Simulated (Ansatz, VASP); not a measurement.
## Two plane-wave programs on Zn3BH4

```
Zn B H
1.0
     4.56819    0.00000    0.00000
     0.00000    4.56819    0.00000
     0.00000    0.00000    4.56819
Zn B H
3 1 4
Direct
  0.00000 0.00000 0.50000
  0.00000 0.50000 0.00000
  0.50000 0.00000 0.00000
  0.50000 0.50000 0.50000
  0.65615 0.65615 0.34385
  0.65615 0.34385 0.65615
  0.34385 0.65615 0.65615
  0.34385 0.34385 0.34385
```

Change from the starting cell: species swapped into the MgZn3S4 type (P-43m, No. 215).

Alike in both runs: task relaxation of cell and atoms; functional PBE; k mesh 8 × 8 × 8; occupations gaussian, width 0.1 eV; no spin polarisation.

|  | VASP | Ansatz |
| --- | --- | --- |
| version | VASP 6.6.1 | Ansatz 0.2.0 |
| potentials or method | VASP PAW PBE potentials, release 64 (Zn, B, H) | scalar-relativistic, plane waves, PAW |
| plane-wave cutoff (eV) | 600 | 420 |
| valence electrons in the cell | 43 | 43 |

Ansatz gave:

```
gap on the k mesh at the Fermi level, each at its own relaxed structure (eV) : none
relaxed volume (Å³/atom)                                                     : 12.05
relaxed cell length with the largest relative difference (Å)                 : 4.585
```

**Question.** What did VASP give for the same quantities?

**Answer.** gap on the k mesh at the Fermi level, each at its own relaxed structure (eV): none; relaxed volume (Å³/atom): 11.97; relaxed cell length with the largest relative difference (Å): 4.575.

A gap of «none» marks a metal or a gap that the smearing closes.
